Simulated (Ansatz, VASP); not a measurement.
# Al38P12O87 (glassy 76Al2O3-24P2O5 (mol %)): VASP beside Ansatz, part 2 of 2

Aim: how closely do two programs agree when they are given the same cell, functional and k mesh? Of the first pair: The structure shown is the start of the Ansatz relaxation below; VASP solves that cell, so the two are compared at the walk's first step.

VASP 6.6.1 and Ansatz 0.2.0.

So far. Step 3 (VASP: single point, PBE, start cell, pair 1): The run ends at a pressure of -2.01 GPa, with forces up to 0.57 eV/Å.

### 6. VASP: single point, PBE, relaxed cell, pair 2

Level of this step: PBE; plane waves and PAW (Al, P, O) (VASP).

The same cell, functional and mesh now go to VASP, with its own data sets.

Contents of INCAR:

```
SYSTEM = Al38P12O87
PREC = Accurate
ENCUT = 600
EDIFF = 1E-06
NELM = 120
ISMEAR = 0
SIGMA = 0.01
LREAL = Auto
ALGO = Normal
GGA = PE
NBANDS = 443
LORBIT = 11
LWAVE = .FALSE.
LCHARG = .FALSE.
ISIF = 2
LASPH = .TRUE.
GGA_COMPAT = .FALSE.
EFERMI = MIDGAP
```

Contents of POSCAR:

```
Al38P12O87
1.0
   12.0690800000      0.2302600000     -0.2173000000
    0.2325600000     11.7326700000      0.0791500000
   -0.2194700000      0.0791500000     11.9048600000
Al P O
38 12 87
Direct
    0.7258000000      0.1494700000      0.4015100000
    0.8802400000      0.0084300000      0.5721700000
    0.0960900000      0.4060900000      0.3317200000
    0.6136100000      0.3286000000      0.5567600000
    0.8236500000      0.4869500000      0.5801800000
    0.1145100000      0.0604000000      0.1566900000
    0.0966300000      0.0493200000      0.7119300000
    0.1283300000      0.2190100000      0.5253600000
    0.9092000000      0.4421300000      0.0185800000
    0.5531800000      0.9865900000      0.9232400000
    0.2782800000      0.8617900000      0.2632900000
    0.5066200000      0.2178900000      0.3249500000
    0.8767400000      0.6961900000      0.1524800000
    0.0127100000      0.8590400000      0.0223700000
    0.3236200000      0.0795700000      0.6012800000
    0.5058500000      0.4330600000      0.7819500000
    0.3117600000      0.1150700000      0.3311300000
    0.7052500000      0.8756400000      0.4303100000
    0.3664000000      0.2138500000      0.9425400000
    0.1341900000      0.2706000000      0.8614400000
    0.3419800000      0.7307400000      0.6188400000
    0.8885300000      0.6630100000      0.8805700000
    0.1942700000      0.0121500000      0.9268700000
    0.1467700000      0.3195300000      0.0943300000
    0.4900600000      0.1893300000      0.7505300000
    0.7374700000      0.8679400000      0.7390500000
    0.8092100000      0.0187700000      0.9586900000
    0.9929600000      0.8633700000      0.7944600000
    0.8837600000      0.2614500000      0.6155300000
    0.0906100000      0.5864600000      0.9646800000
[... 101 atom lines left out ...]
    0.6959900000      0.9640500000      0.8671300000
    0.5001100000      0.1259400000      0.8846600000
    0.9356000000      0.8271100000      0.1357500000
    0.0941800000      0.5714400000      0.6219900000
    0.2048300000      0.5823400000      0.8731800000
    0.8304000000      0.3792400000      0.9067000000
```

Contents of KPOINTS:

```
Automatic mesh
0
Gamma
1 1 1
0 0 0
```

The projector-augmented-wave data sets are Al, P and O (PBE family, release 64).

Command:

```console
export OMP_NUM_THREADS=3
mpirun -np 1 vasp_gam
```

Numbers of over 12 decimals in the logs are rounded to 6 here.

What it wrote:

```text
[... set-up lines as in an earlier step ...]
 entering main loop
       N       E                     dE             d eps       ncg     rms          rms(c)
DAV:   1     0.666135922127E+04    0.66614E+04   -0.44443E+05   902   0.173E+03
DAV:   2    -0.556243284327E+03   -0.72176E+04   -0.69888E+04  1089   0.387E+02
DAV:   3    -0.113906756875E+04   -0.58282E+03   -0.57869E+03  1044   0.116E+02
DAV:   4    -0.115106176352E+04   -0.11994E+02   -0.11941E+02  1052   0.180E+01
[...]
DAV:  17    -0.100639675728E+04    0.17224E-04   -0.24952E-04  1044   0.386E-02    0.251E-02
DAV:  18    -0.100639675048E+04    0.68023E-05   -0.64362E-05  1044   0.182E-02    0.113E-02
DAV:  19    -0.100639675083E+04   -0.35472E-06   -0.75347E-06  1044   0.547E-03
   1 F= -.10063968E+04 E0= -.10063968E+04  d E =0.000000E+00
```

OUTCAR, selected parts (step 6):

```text
  Total      -21.4676763    -11.5768742    -10.7667306      0.1305275     -0.2630846     -1.0568808
  in kB      -20.4188067    -11.0112503    -10.2406887      0.1241501     -0.2502308     -1.0052436
  external PRESSURE =     -13.8902486 kB  Pullay stress =       0.0000000 kB

 POSITION                                       TOTAL-FORCE (eV/Angst)
[...]
0.45734      9.11087      8.09189         0.063537     -0.057952     -0.063393
     10.40661      4.30019      1.30659         0.001757      0.007348      0.085633
      7.25069      5.33678      0.98123        -0.026750     -0.092852     -0.035479
      4.06144      5.64198      5.06273         0.081629      0.011603      0.062031
      9.14609      7.22579      7.63016        -0.066574     -0.006021      0.071461
      1.34947      4.18022      5.52876        -0.001993     -0.009109      0.019273
      7.19201      2.72745      5.33997        -0.006914     -0.000772     -0.020011
     11.84869      3.31706     10.12894        -0.098441      0.018157      0.000553
     11.24274      5.04967      7.54929         0.005818     -0.003126      0.009297
      4.96548     10.19810      6.82721         0.013503      0.025649     -0.085093
      9.87133      1.96397      6.08005         0.007170      0.004775     -0.001377
      2.64160      3.54631     11.57830        -0.008454     -0.008837      0.012566
      9.51205     11.91969      4.25219        -0.000932      0.003213      0.000844
      7.75496      9.07714      8.58392         0.029089     -0.075880      0.015444
[...]
-----------------------------------------------------------------------------------
    total drift:                                0.020608     -0.007778     -0.007090

  FREE ENERGIE OF THE ION-ELECTRON SYSTEM (eV)
  ---------------------------------------------------
  free  energy   TOTEN  =     -1006.3967508321 eV

  energy  without entropy=    -1006.3967508321  energy(sigma->0) =    -1006.39675083

[... 1 part as in an earlier step ...]

[... 2 further parts left out ...]
[key lines of the parts left out:]
E-fermi :   4.3037
```

The run ends at a pressure of -1.39 GPa, with forces up to 0.13 eV/Å.

### 7. Comparison

What differs besides the data sets and the points named for the pairs above, as far as they apply: the cutoff is 420 eV in Ansatz and 600 eV in VASP (PREC = Accurate, projectors in real space). Total energies have different zeros and are not compared.

The two programs side by side:

```csv
quantity,Ansatz,VASP,difference
pressure (GPa),-0.78,-1.39,+0.60
gap on the k mesh (eV),3.759,3.745,+0.014
```

Forces on 7 of the 137 atoms, those with the largest forces and the largest differences (eV/Å; atoms numbered as in POSCAR):

```csv
atom,"Ansatz x, y, z","VASP x, y, z"
P39,"-0.008, 0.013, -0.017","-0.018, 0.124, -0.004"
O54,"0.022, -0.016, -0.002","0.077, -0.082, -0.043"
O60,"0.005, 0.008, 0.009","0.053, 0.081, -0.079"
O108,"0.003, -0.011, 0.013","-0.029, -0.115, -0.046"
O114,"-0.014, -0.002, 0.024","-0.068, -0.050, 0.100"
O115,"-0.003, 0.011, 0.001","0.014, 0.123, -0.012"
O122,"-0.009, -0.002, -0.005","-0.104, -0.046, 0.047"
```

The forces differ by 35 meV/Å r.m.s., where the r.m.s. force is 0.008 eV/Å in Ansatz and 0.037 eV/Å in VASP: the atoms lie near their places of rest in Ansatz, so a percentage would say little (all taken over all components). A gap on the mesh is an upper bound, since the band edges may lie between its points.

### 8. Summary of results

| Quantity | Value |
| --- | --- |
| r.m.s. force difference (single point, PBE, start cell, pair 1) | 31 meV/Å |
| r.m.s. force difference (single point, PBE, relaxed cell, pair 2) | 35 meV/Å |
| difference in pressure (single point, PBE, relaxed cell, pair 2) | 0.60 GPa |

In words: The r.m.s. force difference is 35 meV/Å (single point, PBE, relaxed cell, pair 2), beyond the 12 meV/Å picked in this series as the mark of a large difference. What causes the difference of the single point, PBE, start cell, pair 1 pair stays open here. What causes the difference of the single point, PBE, relaxed cell, pair 2 pair stays open here. Such differences can come from data sets, numerical settings and the points named under the comparisons, not from the functional's error against experiment.

[Lines on the potential files, build, host, timing and source positions are cut from VASP's logs without a mark.]

[Logs are printed without paths, hosts, clocks, repeated set-up lines and the standing remarks that a program may print on its own settings, such as how far it seeks lower states.]

[Hosts, paths, dates, database ids (printed as entryN), source tags and the programs' standing remarks are cut or masked in the printed files.]
